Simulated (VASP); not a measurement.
Here is the system:

```
MgS
1.0
    0.00000     2.57432     2.57432
    2.57432     0.00000     2.57432
    2.57432     2.57432     0.00000
Mg S
1 1
Direct
  0.00000   0.00000   0.00000
  0.50000   0.50000   0.50000
```

These are PBE GGA with D3 dispersion (Becke-Johnson damping), VASP's PBE PAW potentials (set 64) (plane waves; VASP 6.6.1) values and carry that method's errors. Numerical set-up: 520 eV cut-off, 8×8×8 Γ-centred mesh, Gaussian smearing of 0.050 eV, potentials Mg S.

### Question
Predict the energy per atom (σ→0), band gap (on the k-mesh) with the smallest direct gap where there is one.

### Answer

| Property | Value |
|---|---|
| band gap (on the k-mesh) | 2.84 eV |
| smallest direct gap (on the k-mesh) | 3.97 eV |
| energy per atom (σ→0) | -4.611 eV/atom |

Total energies compare only between runs with the same potentials, cut-off and functional.

The compound is MgS in the rock salt structure. It was relaxed first. The start is the result of an earlier pass.
